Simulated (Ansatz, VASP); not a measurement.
**Li5B4 in VASP and in Ansatz**

File INCAR:

```
PREC = Accurate
ENCUT = 520
EDIFF = 1E-6
ISMEAR = -1
SIGMA = 0.15
LREAL = F
LASPH = T
NELM = 80
ALGO = Normal
ISIF = 2
LWAVE = F
LCHARG = F
GGA = PE
NBANDS = 24
```

The input KPOINTS:

```
regular mesh
0
Gamma
  5 5 5
```

POSCAR

```
Li5B4
1.0
    3.2065680000      1.8513130000      3.0497010000
   -3.2065680000      1.8513130000      3.0497010000
    0.0000000000     -3.7026260000      3.0497010000
Li B
5 4
Direct
    0.2784580000      0.7119380000      0.7119380000
    0.7119380000      0.2784580000      0.7119380000
    0.7119380000      0.7119380000      0.2784580000
    0.7870130000      0.7870130000      0.7870130000
    0.3098810000      0.3098810000      0.3098810000
    0.8119350000      0.2205930000      0.2205930000
    0.2205930000      0.8119350000      0.2205930000
    0.2205930000      0.2205930000      0.8119350000
    0.0226510000      0.0226510000      0.0226510000
```

Input for Ansatz:

```yaml
crystal:
  lattice:
    - [3.206568, 1.851313, 3.049701]
    - [-3.206568, 1.851313, 3.049701]
    - [0.0, -3.702626, 3.049701]
  atoms:
    - { symbol: Li, position: [0.278458, 0.711938, 0.711938] }
    - { symbol: Li, position: [0.711938, 0.278458, 0.711938] }
    - { symbol: Li, position: [0.711938, 0.711938, 0.278458] }
    - { symbol: Li, position: [0.787013, 0.787013, 0.787013] }
    - { symbol: Li, position: [0.309881, 0.309881, 0.309881] }
    - { symbol: B, position: [0.811935, 0.220593, 0.220593] }
    - { symbol: B, position: [0.220593, 0.811935, 0.220593] }
    - { symbol: B, position: [0.220593, 0.220593, 0.811935] }
    - { symbol: B, position: [0.022651, 0.022651, 0.022651] }
kpoints:
  mp_grid: { grid: [5, 5, 5] }
hamiltonian:
  xc: pbe
scf:
  occupations: { method: fermi_dirac, width: 0.15 }
basis:
  ecutwfc: "19 Ha"
  xc_grid: 1
output:
  forces: true
```

The cell comes from a database or a generator and needn't be the stable form of this composition.

Alike in both runs: task single point; functional PBE; k mesh 5 × 5 × 5; occupations fermi-dirac, width 0.15 eV; no spin polarisation.

```csv
,VASP,Ansatz
version,VASP 6.6.1,Ansatz 0.2.0
potentials or method,"VASP PAW PBE potentials, release 64 (Li_sv, B)","plane waves, PAW"
plane-wave cutoff (eV),520,517
valence electrons in the cell,27,27
```

VASP gave:

| Property | Result |
| --- | --- |
| rms of the force components (eV/Å) | 0.019 |

Q: Estimate Ansatz's values.

A: rms of the force components (eV/Å): 0.017.

Atom by atom the forces differ by 0.004 eV/Å (rms over components).
